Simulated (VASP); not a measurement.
Level of theory: PBE GGA, VASP's PBE PAW potentials (set 64) (plane waves; VASP).

VASP input:

POSCAR:
```
Al3Sc
1.0
  3.9784962908   0.0000000000   0.0000000000
  0.0000000000   3.9784962908   0.0000000000
  0.0000000000   0.0000000000   3.9784962908
Sc Al
1 3
direct
  0.0000000000   0.0000000000   0.0000000000
  0.0000000000   0.5000000000   0.5000000000
  0.5000000000   0.0000000000   0.5000000000
  0.5000000000   0.5000000000   0.0000000000
```

**KPOINTS**
```
Regular mesh
0
Gamma
8 8 8
```

**INCAR**
```
! general
SYSTEM  = Al3Sc
PREC    = Accurate
ENCUT   = 500
LREAL   = .False.   ! projection in real space or not
LASPH   = .True.   ! aspherical one-centre terms

! electronic loop
EDIFF   = 1E-6
NELM    = 100   ! most electronic steps
ALGO    = Normal   ! blocked Davidson
LMAXMIX = 4   ! l cut-off of mixed one-centre charges

! smearing
ISMEAR  = 1   ! Methfessel-Paxton
SIGMA   = 0.1

! functional
GGA     = PE   ! PBE

! ions
IBRION  = 2
NSW     = 40   ! most ionic steps
ISIF    = 3
EDIFFG  = -0.02   ! ionic stop
PSTRESS = 200

! output
LWAVE   = .False.
LCHARG  = .False.
```

POTCAR, in this order: Sc_sv Al (PBE.64 set). Program: vasp_std.

Output

**OSZICAR**
```
       N       E                     dE             d eps       ncg     rms          rms(c)
DAV:   1     0.116149098048E+03    0.11615E+03   -0.82932E+03   980   0.127E+03
DAV:   2    -0.116247964139E+02   -0.12777E+03   -0.12622E+03   986   0.366E+02
DAV:   3    -0.199011396830E+02   -0.82763E+01   -0.78207E+01  1566   0.752E+01
DAV:   4    -0.200240046114E+02   -0.12286E+00   -0.12264E+00  1406   0.906E+00
DAV:   5    -0.200257021892E+02   -0.16976E-02   -0.16975E-02  1402   0.111E+00    0.103E+01
DAV:   6    -0.191900820856E+02    0.83562E+00   -0.41805E+00  1604   0.251E+01    0.389E+00
DAV:   7    -0.191387621114E+02    0.51320E-01   -0.73806E-02  1128   0.230E+00    0.212E+00
DAV:   8    -0.191171249419E+02    0.21637E-01   -0.32345E-02  1440   0.153E+00    0.210E-01
DAV:   9    -0.191168364672E+02    0.28847E-03   -0.30025E-03  1222   0.404E-01    0.879E-02
DAV:  10    -0.191167770633E+02    0.59404E-04   -0.26985E-04  1520   0.170E-01    0.748E-02
DAV:  11    -0.191167767768E+02    0.28646E-06   -0.20786E-05  1254   0.497E-02    0.280E-02
DAV:  12    -0.191167721265E+02    0.46503E-05   -0.21026E-05  1304   0.244E-02    0.400E-03
DAV:  13    -0.191167722493E+02   -0.12276E-06   -0.96254E-07   730   0.913E-03
   1 F= -.11255800E+02 E0= -.11255380E+02  d E =-.112558E+02
       N       E                     dE             d eps       ncg     rms          rms(c)
DAV:   1    -0.203205071978E+02   -0.12037E+01   -0.67901E+01  1088   0.139E+02    0.136E+01
DAV:   2    -0.181933605940E+02    0.21271E+01   -0.72906E+00  1312   0.441E+01    0.311E+00
DAV:   3    -0.180517851773E+02    0.14158E+00   -0.38268E-01  1494   0.865E+00    0.134E+00
DAV:   4    -0.180205426236E+02    0.31243E-01   -0.19719E-01  1370   0.327E+00    0.509E-01
DAV:   5    -0.180146746937E+02    0.58679E-02   -0.28627E-02  1584   0.203E+00    0.478E-01
DAV:   6    -0.180144067248E+02    0.26797E-03   -0.18125E-03  1532   0.380E-01    0.426E-02
DAV:   7    -0.180144135137E+02   -0.67889E-05   -0.17155E-04  1572   0.157E-01    0.360E-02
DAV:   8    -0.180144060981E+02    0.74156E-05   -0.24239E-05  1548   0.633E-02    0.536E-03
DAV:   9    -0.180144041994E+02    0.18988E-05   -0.87839E-06  1532   0.274E-02    0.207E-03
DAV:  10    -0.180144041619E+02    0.37499E-07   -0.14437E-07   556   0.327E-03
   2 F= -.11219983E+02 E0= -.11219777E+02  d E =0.358168E-01
       N       E                     dE             d eps       ncg     rms          rms(c)
DAV:   1    -0.194746889659E+02   -0.14603E+01   -0.20641E+01  1160   0.742E+01    0.794E+00
DAV:   2    -0.188103595743E+02    0.66433E+00   -0.62421E+00  1490   0.360E+01    0.130E+00
DAV:   3    -0.187481115534E+02    0.62248E-01   -0.23412E-01  1444   0.449E+00    0.778E-01
DAV:   4    -0.187334449121E+02    0.14667E-01   -0.51980E-02  1178   0.163E+00    0.256E-01
DAV:   5    -0.187332145761E+02    0.23034E-03   -0.13885E-02  1584   0.162E+00    0.239E-01
DAV:   6    -0.187327408419E+02    0.47373E-03   -0.17268E-03  1544   0.499E-01    0.858E-02
DAV:   7    -0.187327038322E+02    0.37010E-04   -0.19956E-04  1650   0.139E-01    0.333E-02
DAV:   8    -0.187327014744E+02    0.23578E-05   -0.11646E-05  1582   0.351E-02    0.975E-03
DAV:   9    -0.187327019764E+02   -0.50200E-06   -0.45944E-07   562   0.771E-03
   3 F= -.11395847E+02 E0= -.11395468E+02  d E =-.140048E+00
```

OUTCAR:
```
------------------------ aborting loop because EDIFF is reached ----------------------------------------
  FORCE on cell =-STRESS in cart. coord.  units (eV):
  Direction    XX          YY          ZZ          XY          YZ          ZX
  --------------------------------------------------------------------------------------
  Total        7.2845881      7.2845881      7.2845881      0.0000000      0.0000000      0.0000000
  in kB      198.5752265    198.5752265    198.5752265      0.0000000      0.0000000      0.0000000
  external PRESSURE =      -1.4247735 kB  Pullay stress =     200.0000000 kB
  volume of cell :       58.77
      direct lattice vectors                 reciprocal lattice vectors
     3.888035054  0.000000000 -0.000000000     0.257199327 -0.000000000  0.000000000
     0.000000000  3.888035054  0.000000000    -0.000000000  0.257199327 -0.000000000
    -0.000000000  0.000000000  3.888035054     0.000000000 -0.000000000  0.257199327
 POSITION                                       TOTAL-FORCE (eV/Angst)
 -----------------------------------------------------------------------------------
      0.00000      0.00000      0.00000         0.000000     -0.000000      0.000000
     -0.00000      1.94402      1.94402        -0.000000      0.000000      0.000000
      1.94402      0.00000      1.94402        -0.000000      0.000000      0.000000
      1.94402      1.94402      0.00000        -0.000000      0.000000      0.000000
 -----------------------------------------------------------------------------------
    total drift:                               -0.000000     -0.000000      0.000000
  FREE ENERGIE OF THE ION-ELECTRON SYSTEM (eV)
  ---------------------------------------------------
  free  energy   TOTEN  =       -18.7327019764 eV

  energy  without entropy=      -18.7315633528  energy(sigma->0) =      -18.73232244
  enthalpy is  TOTEN    =       -11.3958471009 eV   P V=        7.3368548755

 reached required accuracy - stopping structural energy minimisation
```
(Selected blocks of OUTCAR.)

### CONTCAR
```
Al3Sc
   1.00000000000000
     3.8880350540600364    0.0000000000000000   -0.0000000000000000
     0.0000000000000000    3.8880350540600364    0.0000000000000000
    -0.0000000000000000    0.0000000000000000    3.8880350540600364
  Sc              Al
     1     3
Direct
     0.0000000000000000    0.0000000000000000    0.0000000000000000
     0.0000000000000000    0.5000000000000000    0.5000000000000000
     0.5000000000000000    0.0000000000000000    0.5000000000000000
     0.5000000000000000    0.5000000000000000    0.0000000000000000
```

### OUTCAR
```
 val. band max:        8.6431227837   @ k =   0.3750   0.2500   0.0000

 cond. band min:       8.7191363669   @ k =   0.5000   0.2500   0.2500


 Fermi energy:         8.6846929087

 k-point     1 :       0.0000    0.0000    0.0000
  band No.  band energies     occupation
      1     -39.7448      2.00000
      2     -18.5127      2.00000
      3     -18.5127      2.00000
      4     -18.5127      2.00000
      5      -2.1289      2.00000
      6       5.8712      2.00000
      7       5.8712      2.00000
      8       6.8405      2.00000
      9       6.8405      2.00000
     10       6.8405      2.00000
     11       9.9236     -0.00000
     12      10.0768     -0.00000
     13      10.0768     -0.00000
     14      10.0768     -0.00000

 k-point     2 :       0.1250    0.0000    0.0000
  band No.  band energies     occupation
      1     -39.7443      2.00000
      2     -18.5224      2.00000
      3     -18.5120      2.00000
      4     -18.5120      2.00000
      5      -1.9661      2.00000
      6       4.8137      2.00000
      7       5.9828      2.00000
      8       6.8331      2.00000
      9       6.8331      2.00000
     10       7.4648      2.00000
     11      10.0150     -0.00000
     12      10.0150     -0.00000
     13      10.1345     -0.00000
     14      10.5857     -0.00000

 k-point     3 :       0.2500    0.0000    0.0000
  band No.  band energies     occupation
      1     -39.7432      2.00000
      2     -18.5456      2.00000
      3     -18.5102      2.00000
      4     -18.5102      2.00000
      5      -1.4878      2.00000
      6       3.2657      2.00000
      7       6.2918      2.00000
      8       6.8063      2.00000
      9       6.8063      2.00000
     10       8.2917      2.00000
     11       9.9309     -0.00000
     12       9.9309     -0.00000
     13      10.2827     -0.00000
     14      11.6929      0.00000

 k-point     4 :       0.3750    0.0000    0.0000
  band No.  band energies     occupation
...
```

Energy and stress use the plane-wave basis of the starting cell.

The compound is Al3Sc in the L1_2 structure. This run relaxes it under an external pressure of 20 GPa. Symmetry was kept, so distortions that lower it aren't found.
